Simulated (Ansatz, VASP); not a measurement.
# Cross-check of ZrC between VASP and Ansatz, part 2 of 2

Aim: how closely do two programs agree when they are given the same cell, functional and k mesh? The cell is taken from a series of runs on this material, whose earlier steps may have relaxed, scaled, displaced or heated it; both programs get it as it stands.

VASP 6.6.1 and Ansatz 0.2.0.

So far: The starting structure; Ansatz: elastic constants, PBE.

### 3. VASP: elastic constants, PBE

Level of this step: PBE; plane waves and PAW (Zr_sv, C) (VASP).

The same cell, functional, mesh and smearing now go to VASP, with its own data sets.

Lines of VASP's logs that name or quote its potential files are left out, and so is its time.

File INCAR:

```
SYSTEM = ZrC
PREC = Accurate
ENCUT = 600
EDIFF = 1E-08
NELM = 120
ISMEAR = 1
SIGMA = 0.25
LREAL = .FALSE.
ALGO = Normal
GGA = PE
NBANDS = 14
LASPH = .TRUE.
LORBIT = 11
LWAVE = .FALSE.
LCHARG = .FALSE.
ISIF = 3
IBRION = 6
NFREE = 2
POTIM = 0.015
NSW = 1
GGA_COMPAT = .FALSE.
KPAR = 2
```

File POSCAR:

```
ZrC
1.0
    0.0000000000      2.3543437530      2.3543437530
    2.3543437530      0.0000000000      2.3543437530
    2.3543437530      2.3543437530      0.0000000000
Zr C
1 1
Direct
    0.5000000000      0.5000000000      0.5000000000
    0.0000000000      0.0000000000      0.0000000000
```

File KPOINTS:

```
Automatic mesh
0
Gamma
28 28 28
0 0 0
```

The projector-augmented-wave data sets are Zr_sv and C (PBE family, release 64).

Launch:

```
mpirun -np 2 vasp_std
```

Numbers of over 12 decimals in the logs are rounded to 6 here.

Output:

```text
[banner, memory and clock lines left out]
running    2 mpi-ranks, on    1 nodes
 distrk:  each k-point on    1 cores,    2 groups
 distr:  one band on    1 cores,    1 groups

 POSCAR found type information on POSCAR ZrC
 POSCAR found :  2 types and       2 ions
 LDA part: xc-table for (Slater+PW92), standard interpolation
 POSCAR, INCAR and KPOINTS ok, starting setup
 FFT: planning ... GRIDC
 FFT: planning ... GRID_SOFT
 FFT: planning ... GRID
 WAVECAR not read
 entering main loop
       N       E                     dE             d eps       ncg     rms          rms(c)
DAV:   1     0.112049182908E+03    0.11205E+03   -0.94309E+03 17472   0.129E+03
DAV:   2    -0.158656772442E+02   -0.12791E+03   -0.11975E+03 21870   0.320E+02
DAV:   3    -0.228294731920E+02   -0.69638E+01   -0.69097E+01 29778   0.637E+01
DAV:   4    -0.229378203186E+02   -0.10835E+00   -0.10831E+00 20882   0.601E+00
DAV:   5    -0.229397219705E+02   -0.19017E-02   -0.19016E-02 24262   0.582E-01    0.202E+01
DAV:   6    -0.196034625127E+02    0.33363E+01   -0.80601E+00 21036   0.243E+01    0.708E+00
DAV:   7    -0.194791157665E+02    0.12435E+00   -0.52115E-01 19808   0.616E+00    0.610E+00
DAV:   8    -0.194931277584E+02   -0.14012E-01   -0.30770E-01 20670   0.461E+00    0.467E+00
DAV:   9    -0.194623984187E+02    0.30729E-01   -0.74923E-02 19362   0.207E+00    0.277E-01
DAV:  10    -0.194630389602E+02   -0.64054E-03   -0.37789E-03 22606   0.574E-01    0.510E-01
DAV:  11    -0.194627187084E+02    0.32025E-03   -0.11059E-03 19860   0.283E-01    0.578E-02
DAV:  12    -0.194627142709E+02    0.44375E-05   -0.17299E-05 22484   0.327E-02    0.129E-02
DAV:  13    -0.194627131548E+02    0.11161E-05   -0.15912E-06 21378   0.887E-03    0.328E-03
DAV:  14    -0.194627130974E+02    0.57359E-07   -0.68146E-08 21186   0.188E-03    0.306E-04
DAV:  15    -0.194627131163E+02   -0.18914E-07   -0.65328E-09 12126   0.781E-04    0.744E-04
DAV:  16    -0.194627131099E+02    0.64736E-08   -0.21709E-09 10332   0.362E-04
   1 F= -.19462713E+02 E0= -.19462859E+02  d E =0.438256E-03
[... from here on, the cycles between the ionic steps are left out ...]
   2 F= -.19455114E+02 E0= -.19455267E+02  d E =0.458013E-03
   3 F= -.19453391E+02 E0= -.19453536E+02  d E =0.437445E-03
   9 F= -.19459919E+02 E0= -.19460070E+02  d E =0.454763E-03
  10 F= -.19459919E+02 E0= -.19460070E+02  d E =0.454764E-03
  11 F= -.19459919E+02 E0= -.19460070E+02  d E =0.454761E-03
  12 F= -.19459919E+02 E0= -.19460070E+02  d E =0.454764E-03
  13 F= -.19459919E+02 E0= -.19460070E+02  d E =0.454763E-03
  14 F= -.19461941E+02 E0= -.19462086E+02  d E =0.433339E-03
  15 F= -.19461941E+02 E0= -.19462086E+02  d E =0.433337E-03
  16 F= -.19461941E+02 E0= -.19462086E+02  d E =0.433338E-03
 Finite differences progress:
  Degree of freedom:   8/  8
  Displacement:        1/  2
  Total:              15/ 16
 bond charge predicted
       N       E                     dE             d eps       ncg     rms          rms(c)
DAV:   1    -0.194631783033E+02   -0.12369E-02   -0.13448E+00 45892   0.680E+00    0.185E-01
DAV:   2    -0.194623117398E+02    0.86656E-03   -0.68065E-03 59084   0.572E-01    0.943E-02
DAV:   3    -0.194619281627E+02    0.38358E-03   -0.98657E-04 50058   0.248E-01    0.240E-02
DAV:   4    -0.194619402523E+02   -0.12090E-04   -0.13387E-04 58816   0.699E-02    0.190E-02
DAV:   5    -0.194619412809E+02   -0.10286E-05   -0.20225E-06 53536   0.169E-02    0.640E-03
DAV:   6    -0.194619413259E+02   -0.44950E-07   -0.68292E-07 53900   0.908E-03    0.206E-03
DAV:   7    -0.194619413500E+02   -0.24061E-07   -0.13375E-07 55960   0.280E-03    0.138E-03
DAV:   8    -0.194619413476E+02    0.24006E-08   -0.15280E-08 37642   0.135E-03
  17 F= -.19461941E+02 E0= -.19462086E+02  d E =0.433340E-03
 Finite differences progress:
  Degree of freedom:   8/  8
  Displacement:        2/  2
  Total:              16/ 16
```

OUTCAR, selected parts (step 3):

```text
ion  position               nearest neighbor table
   1  0.500  0.500  0.500-   2 2.35   2 2.35   2 2.35   2 2.35   2 2.35   2 2.35
   2  0.000  0.000  0.000-   1 2.35   1 2.35   1 2.35   1 2.35   1 2.35   1 2.35

  LATTYP: Found a face centered cubic cell.
 ALAT       =     4.7086875060

 Subroutine GETGRP returns: Found 48 space group operations
 (whereof 48 operations were pure point group operations)

The static configuration has the point symmetry O_h .

 Found    624 irreducible k-points:

   k-points           NKPTS =    624   k-points in BZ     NKDIM =    624   number of bands    NBANDS=     14

   dimension x,y,z NGX =    28 NGY =   28 NGZ =   28
   dimension x,y,z NGXF=    56 NGYF=   56 NGZF=   56

   ENCUT  =  600.0 eV  44.10 Ry    6.64 a.u.   6.65  6.65  6.65*2*pi/ulx,y,z

   NELECT =      16.0000    total number of electrons

 k-points in reciprocal lattice and weights: Automatic mesh
   0.00000000  0.00000000  0.00000000       0.000
   0.03571429  0.00000000  0.00000000       0.000
   0.07142857  0.00000000  0.00000000       0.000
   0.10714286  0.00000000  0.00000000       0.000
   0.14285714  0.00000000  0.00000000       0.000
   0.17857143  0.00000000  0.00000000       0.000
   0.21428571  0.00000000  0.00000000       0.000
   0.25000000  0.00000000  0.00000000       0.000
   0.28571429  0.00000000  0.00000000       0.000
[...]
-0.28571429  0.50000000  0.21428571       0.001
  -0.25000000  0.50000000  0.25000000       0.000

 average (electrostatic) potential at core
       1 -73.3576       2 -44.1206

 E-fermi :   9.5635

 k-point     1 :       0.0000    0.0000    0.0000
  band No.  band energies     occupation
      1     -38.5746      2.00000
      2     -16.2888      2.00000
      3     -16.2888      2.00000
      4     -16.2888      2.00000
      5      -1.7359      2.00000
      6      10.4471     -0.00001
      7      10.4471     -0.00001
      8      10.4786     -0.00000
      9      10.6438     -0.00000
     10      10.6830     -0.00000
    ...

 k-point     2 :       0.0357    0.0000    0.0000
  band No.  band energies     occupation
      1     -38.5734      2.00000
      2     -16.3002      2.00000
      3     -16.2898      2.00000
      4     -16.2898      2.00000
      5      -1.7069      2.00000
      6      10.0944     -0.01051
      7      10.2309     -0.00105
      8      10.2542     -0.00066
      9      10.7544     -0.00000
     10      10.7717     -0.00000
    ...

 k-point     3 :       0.0714    0.0000    0.0000
  band No.  band energies     occupation
    ...
      2     -16.3335      2.00000
      3     -16.2927      2.00000
      4     -16.2927      2.00000
      5      -1.6208      2.00000
      6       9.6047      0.72494
      7       9.8320     -0.06239
      8       9.8452     -0.06757
      9      10.8884     -0.00000
     10      10.8954     -0.00000
     11      11.2500     -0.00000
    ...

  Total        0.0366782      0.0272878      0.0272878      0.0000000      0.0000000      0.0000000
  in kB        2.2515373      1.6750941      1.6750941      0.0000000      0.0000000      0.0000000
  external PRESSURE =       1.8672418 kB  Pullay stress =       0.0000000 kB

  energy-cutoff  :      600.00
  volume of cell :       26.10
      direct lattice vectors                 reciprocal lattice vectors
     0.000000000  2.354343753  2.354343753    -0.212373405  0.212373405  0.212373405
     2.354343753  0.000000000  2.354343753     0.212373405 -0.212373405  0.212373405
     2.354343753  2.354343753  0.000000000     0.212373405  0.212373405 -0.212373405

 POSITION                                       TOTAL-FORCE (eV/Angst)
 -----------------------------------------------------------------------------------
      2.35434      2.35434      2.35434        -0.102887      0.000000      0.000000
     -0.01500      0.00000      0.00000         0.102887      0.000000      0.000000
 -----------------------------------------------------------------------------------
    total drift:                               -0.000024      0.000000      0.000000

  FREE ENERGIE OF THE ION-ELECTRON SYSTEM (eV)
  ---------------------------------------------------
  free  energy   TOTEN  =       -19.4619413476 eV

  energy  without entropy=      -19.4623746879  energy(sigma->0) =      -19.46208579

  SYMMETRIZED ELASTIC MODULI (kBar)
 Direction    XX          YY          ZZ          XY          YZ          ZX
 --------------------------------------------------------------------------------
 XX        4616.3832   1033.3046   1033.3046     -0.0000      0.0000      0.0000
 YY        1033.3046   4616.3832   1033.3046     -0.0000      0.0000     -0.0000
 ZZ        1033.3046   1033.3046   4616.3832     -0.0000      0.0000     -0.0000
 XY          -0.0000     -0.0000     -0.0000   1527.8315      0.0000      0.0000
 YZ           0.0000      0.0000      0.0000      0.0000   1527.8315     -0.0000
 ZX           0.0000     -0.0000     -0.0000      0.0000     -0.0000   1527.8315
 --------------------------------------------------------------------------------

 Eigenvectors and eigenvalues of the dynamical matrix
 ----------------------------------------------------

   1 f  =   12.565310 THz    78.950169 2PiTHz  419.133614 cm-1    51.965922 meV
             X         Y         Z           dx          dy          dz
      2.354344  2.354344  2.354344     0.000000    0.341078    0.000000
      0.000000  0.000000  0.000000     0.000000   -0.940035    0.000000

   2 f  =   12.565310 THz    78.950169 2PiTHz  419.133614 cm-1    51.965922 meV
             X         Y         Z           dx          dy          dz
      2.354344  2.354344  2.354344    -0.341078    0.000000    0.000000
      0.000000  0.000000  0.000000     0.940035    0.000000    0.000000

   3 f  =   12.565310 THz    78.950169 2PiTHz  419.133614 cm-1    51.965922 meV
             X         Y         Z           dx          dy          dz
      2.354344  2.354344  2.354344     0.000000    0.000000   -0.341078
      0.000000  0.000000  0.000000     0.000000    0.000000    0.940035

   4 f/i=    0.000232 THz     0.001458 2PiTHz    0.007740 cm-1     0.000960 meV
             X         Y         Z           dx          dy          dz
      2.354344  2.354344  2.354344     0.940035    0.000000    0.000000
      0.000000  0.000000  0.000000     0.341078    0.000000    0.000000

   5 f/i=    0.000232 THz     0.001458 2PiTHz    0.007740 cm-1     0.000960 meV
             X         Y         Z           dx          dy          dz
      2.354344  2.354344  2.354344     0.000000    0.000000    0.940035
      0.000000  0.000000  0.000000     0.000000    0.000000    0.341078

   6 f/i=    0.000232 THz     0.001458 2PiTHz    0.007740 cm-1     0.000960 meV
             X         Y         Z           dx          dy          dz
      2.354344  2.354344  2.354344     0.000000   -0.940035    0.000000
      0.000000  0.000000  0.000000     0.000000   -0.341078    0.000000

 ELASTIC MODULI CONTR FROM IONIC RELAXATION (kBar)
 Direction    XX          YY          ZZ          XY          YZ          ZX
 --------------------------------------------------------------------------------
 XX           0.0000      0.0000      0.0000      0.0000      0.0000      0.0000
 YY           0.0000      0.0000      0.0000      0.0000      0.0000      0.0000
 ZZ           0.0000      0.0000      0.0000      0.0000      0.0000      0.0000
 XY           0.0000      0.0000      0.0000      0.0000      0.0000      0.0000
 YZ           0.0000      0.0000      0.0000      0.0000      0.0000      0.0000
 ZX           0.0000      0.0000      0.0000      0.0000      0.0000      0.0000
 --------------------------------------------------------------------------------

 TOTAL ELASTIC MODULI (kBar)
 Direction    XX          YY          ZZ          XY          YZ          ZX
 --------------------------------------------------------------------------------
 XX        4616.3832   1033.3046   1033.3046     -0.0000      0.0000      0.0000
 YY        1033.3046   4616.3832   1033.3046     -0.0000      0.0000     -0.0000
 ZZ        1033.3046   1033.3046   4616.3832     -0.0000      0.0000     -0.0000
 XY          -0.0000     -0.0000     -0.0000   1527.8315      0.0000      0.0000
 YZ           0.0000      0.0000      0.0000      0.0000   1527.8315     -0.0000
 ZX           0.0000     -0.0000     -0.0000      0.0000     -0.0000   1527.8315
 --------------------------------------------------------------------------------

 total charge
# of ion       s       p       d       tot
------------------------------------------
    1        2.174   6.042   1.619   9.835
    2        0.884   1.472   0.000   2.356
--------------------------------------------------
tot          3.058   7.514   1.619  12.191

[... 3 further parts left out ...]
```

The last energy, forces, stress and levels in OUTCAR belong to the last displaced cell, not to the cell of POSCAR.

Levels, forces or a CONTCAR printed for this step are those of its last displaced cell, not of the structure at rest.

### 4. Comparison

Known differences besides the potentials themselves: the cutoff is 420 eV in Ansatz and 600 eV in VASP; VASP takes each elastic constant from one size of strain, Ansatz from those that its log lists. Total energies have different zeros and are not compared.

The two programs side by side:

```
 quantity  Ansatz   VASP  difference
C11 (GPa)   459.9  461.6     -0.38 %
C22 (GPa)   459.9  461.6     -0.38 %
C33 (GPa)   459.9  461.6     -0.38 %
C12 (GPa)   103.8  103.3     +0.50 %
C13 (GPa)   103.8  103.3     +0.50 %
C23 (GPa)   103.8  103.3     +0.50 %
C44 (GPa)   152.8  152.8     +0.03 %
C55 (GPa)   152.8  152.8     +0.03 %
C66 (GPa)   152.8  152.8     +0.03 %
```

### 5. Summary of results

| Quantity | Value |
| --- | --- |
| difference in C12 (elastic constants, PBE) | 0.50 % |

In words: The difference in C12 is 0.50 % (elastic constants, PBE), within the 5 % picked in this series as the mark of a large difference. How closely two codes agree says nothing of how well the functional describes the real material.

[Lines on the potential files, build, host, timing and source positions are cut from VASP's logs without a mark.]

[Logs are printed without paths, hosts, clocks, repeated set-up lines and the standing remarks that a program may print on its own settings, such as how far it seeks lower states.]

[Hosts, paths, dates, database ids (printed as entryN), source tags and the programs' standing remarks are cut or masked in the printed files.]
